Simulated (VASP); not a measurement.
Consider the following.

```xyz
4
Lattice="-1.7880 2.4015 2.6529 1.7880 -2.4015 2.6529 1.7880 2.4015 -2.6529" Properties=species:S:1:pos:R:3 pbc="T T T"
Li     0.0000     2.4015     1.2676
Li     1.7880     0.0000     1.3853
C      0.0000     4.1737     0.0000
C      0.0000     0.6294     0.0000
```

Computed with PBEsol GGA, VASP's PBE PAW potentials (set 64) (plane waves; VASP). Run with 520 eV cut-off, 9×9×9 Γ-centred mesh, tetrahedra with Blöchl corrections, potentials Li_sv C.

Question: Predict the energy per atom (σ→0).

Answer: 
```yaml
energy per atom (σ→0): -5.741 eV/atom
```

The structure comes from a computed database's LiC entry (Immm); how it stands against other phases isn't given here. It was relaxed first.
